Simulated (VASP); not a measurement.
Level of theory: PBE GGA with D3 dispersion (Becke-Johnson damping), VASP's PBE PAW potentials (set 64) (plane waves; VASP 6.6.1).

The input files of a VASP run:

File KPOINTS:
```
K-points
0
Gamma
  18 18 18
0 0 0
```

### POSCAR
```
W
1
   -1.5809974039     1.5809974039     1.5809974039
    1.5809974039    -1.5809974039     1.5809974039
    1.5809974039     1.5809974039    -1.5809974039
W
1
Direct
  0.0000000000   0.0000000000   0.0000000000
```

### INCAR
```
ENCUT  =  520
NELM  =  100
ISIF  =  2
LORBIT  =  11
LREAL  =  .FALSE.   ! projection in real space or not
EDIFF  =  1E-7
NEDOS  =  601   ! DOS grid
LMAXMIX  =  6
PREC  =  Accurate
LCHARG  =  .TRUE.
LASPH  =  .TRUE.
ISMEAR  =  -5
SYSTEM  =  W
IVDW  =  12   ! D3, Becke-Johnson
LWAVE  =  .FALSE.
ALGO  =  Normal   ! blocked Davidson
GGA  =  PE
```

POTCAR, in this order: W_sv (PBE.64 set). Program: vasp_std.

### Question
What will the output report for the number of irreducible k-points (NKPTS), largest plane-wave count, number of space-group operations, FFT grid (NGX, NGY, NGZ)?

### Answer

```
Item                                           Value
--------------------------------------  ------------
number of irreducible k-points (NKPTS)           195
largest plane-wave count                         438
number of space-group operations                  48
FFT grid (NGX, NGY, NGZ)                20 × 20 × 20
```

The compound is W in the bcc structure. It was relaxed first.
